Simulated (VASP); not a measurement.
A convergence study with VASP on AlN (zinc blende): one setting is varied, all else stays as given below, so the limit is that of these other settings. Each run relaxes cell and ions from the cell shown. The basis is that of the starting cell, so low cut-offs carry a Pulay error.

```
AlN
1.0
    0.00000     2.19000     2.19000
    2.19000     0.00000     2.19000
    2.19000     2.19000     0.00000
Al N
1 1
Direct
  0.00000   0.00000   0.00000
  0.25000   0.25000   0.25000
```

Level of theory: LDA (Ceperley-Alder, Perdew-Zunger), VASP's LDA PAW potentials (set 64) (plane waves; VASP 6.6.1). The tightest run used: 800 eV cut-off, 9×9×9 Γ-centred mesh, Gaussian smearing of 0.050 eV, potentials Al N.

Gaps are read on the run's mesh, which can miss a band edge.

| setting | relaxed volume (Å³/atom) | E (eV/atom) | gap on the mesh (eV) | plane waves |
|---|---|---|---|---|
| ENCUT = 250 | 8.976 | -8.3993 | 3.373 | 198 |
| ENCUT = 300 | 9.550 | -8.2614 | 3.460 | 265 |
| ENCUT = 350 | 9.919 | -8.2069 | 3.451 | 331 |
| ENCUT = 400 | 10.133 | -8.1940 | 3.425 | 389 |
| ENCUT = 450 | 10.234 | -8.1900 | 3.418 | 469 |

Question: These are the cheaper rows. Estimate the results at ENCUT = 800, and how far the last row shown lies from them.

Answer: 
```tsv
quantity	tightest run	last row shown is off by
relaxed volume (Å³/atom)	10.264	-0.030
E (eV/atom)	-8.1901	0.0001
gap on the mesh (eV)	3.417	0.001
```

Left out are rungs that failed or repeat a setting and relaxations that didn't move; long series are thinned to 24 rows.

The compound is AlN in the zinc blende structure, a metastable form; wurtzite is the usual one.
